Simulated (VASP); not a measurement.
Here is the system:

```
CELL_PARAMETERS angstrom
      1.50064    -2.59918     0.00000
      1.50064     2.59918     0.00000
      0.00000     0.00000     3.33386
ATOMIC_POSITIONS crystal
  Zr 0.00000 0.00000 0.00000
  B  0.33333 0.66667 0.50000
  B  0.66667 0.33333 0.50000
```

Method: LDA (Ceperley-Alder, Perdew-Zunger), VASP's LDA PAW potentials (set 64) (plane waves; VASP 6.6.1). Numerical set-up: 620 eV cut-off, 12×12×9 Γ-centred mesh, first-order Methfessel-Paxton smearing of 0.10 eV, potentials Zr_sv B.

Question: What does the run give for the energy per atom (σ→0), pressure, band gap (on the k-mesh) with the smallest direct gap where there is one?

Answer: 
The band gap (on the k-mesh) is none (metal, semimetal or under 0.01 eV) and the energy per atom (σ→0) is -869.0 kJ/mol of atoms. The pressure comes out as 44.95 GPa.

The compound is ZrB2 in the AlB2 type structure. It was relaxed first under an external pressure of 45 GPa.
